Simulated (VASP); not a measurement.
Here is the system:

```yaml
crystal:
  lattice:
    - [0.00000, 2.13764, 2.13764]
    - [2.13764, 0.00000, 2.13764]
    - [2.13764, 2.13764, 0.00000]
  atoms:
    - { symbol: Au, position: [0.00000, 0.00000, 0.00000] }
```

These are RPBE GGA, VASP's PBE PAW potentials (set 64) (plane waves; VASP) values and carry that method's errors. Settings: 520 eV cut-off, 15×15×15 Γ-centred mesh, first-order Methfessel-Paxton smearing of 0.10 eV, potentials Au.

Unless said otherwise, spin-orbit coupling is left out, though it shifts the bands of the heavy elements here.

What does the run give for the energy per atom (σ→0), pressure, band gap (on the k-mesh) with the smallest direct gap where there is one?

* **band gap (on the k-mesh)**: none (metal, semimetal or under 0.01 eV)
* **energy per atom (σ→0)**: -252.3 kJ/mol of atoms
* **pressure**: -5.64 GPa

The absolute energy has meaning only against runs of the same code, potentials and settings.

The compound is Au in the fcc structure. This cell is one point of a volume scan, at 1.06 of the reference volume.
